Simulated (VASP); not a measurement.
A run of VASP 6.6.1:

Contents of INCAR:

```
SYSTEM = KNi
ALGO = Normal
EDIFF = 1E-6
EDIFFG = -0.01
ENCUT = 600
GGA = PE
IBRION = 2
ISIF = 3
ISMEAR = -1
ISPIN = 2
LASPH = .True.
LCHARG = .False.
LMAXMIX = 4
LORBIT = 11
LREAL = .False.
LWAVE = .False.
MAGMOM = 0 1
NELM = 120
NSW = 40
PREC = Accurate
SIGMA = 0.05
```

Contents of KPOINTS:

```
k-points
0
Gamma
  5 5 5
  0 0 0
```

POSCAR

```
KNi
1.0
    0.0000000000      3.1179336400      3.1179336400
    3.1179336400      0.0000000000      3.1179336400
    3.1179336400      3.1179336400      0.0000000000
K Ni
1 1
Direct
    0.7500000000      0.7500000000      0.7500000000
    0.0000000000      0.0000000000      0.0000000000
```

Potentials or basis: VASP PAW PBE potentials, release 64 (K_sv, Ni_pv).

The run is started by

```console
$ cat potpaw_PBE.64/K_sv/POTCAR potpaw_PBE.64/Ni_pv/POTCAR > POTCAR
$ mpirun -np 1 vasp_std > vasp.out
```

Hardware: 1 thread of Intel(R) Xeon(R) Platinum 8488C (Sapphire Rapids), on a shared host.

Estimate the wall time of this run.

Wall time 94 s on 1 thread of Intel(R) Xeon(R) Platinum 8488C (Sapphire Rapids) (shared host), peak memory 0.24 GiB. Counts: scf iterations 53, k points 10, ion steps 3.
